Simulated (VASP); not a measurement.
GW runs with VASP on RbBr (rock salt), on PBE orbitals with a Kohn-Sham gap of 4.32 eV on the mesh.

```
RbBr
1.0
    0.00000     3.44500     3.44500
    3.44500     0.00000     3.44500
    3.44500     3.44500     0.00000
Rb Br
1 1
Direct
  0.00000   0.00000   0.00000
  0.50000   0.50000   0.50000
```

Numerical set-up: PREC = Normal, 500 eV cut-off, 4×4×4 Γ-centred mesh, Gaussian smearing of 0.010 eV, potentials Rb_sv_GW Br_GW.

The mesh is coarse and the basis finite, so the quasiparticle values are not converged.

| run | level | NBANDS | ENCUTGW (eV) | QP gap (eV) | smallest direct QP gap (eV) |
|---|---|---|---|---|---|
| run 1 | G0W0@PBE, 1 step(s) | 64 | 150 | 6.55 | 6.55 |
| run 2 | G0W0@PBE, 1 step(s) | 160 | 200 | (withheld) | (withheld) |

Task: Complete the blanks.

Result: 
- run 2, QP gap (eV): 6.79
- run 2, smallest direct QP gap (eV): 6.79

Left out are failed runs and those that VASP or the mesh makes unfit.

The compound is RbBr in the rock salt structure. The cell was not relaxed at this level.
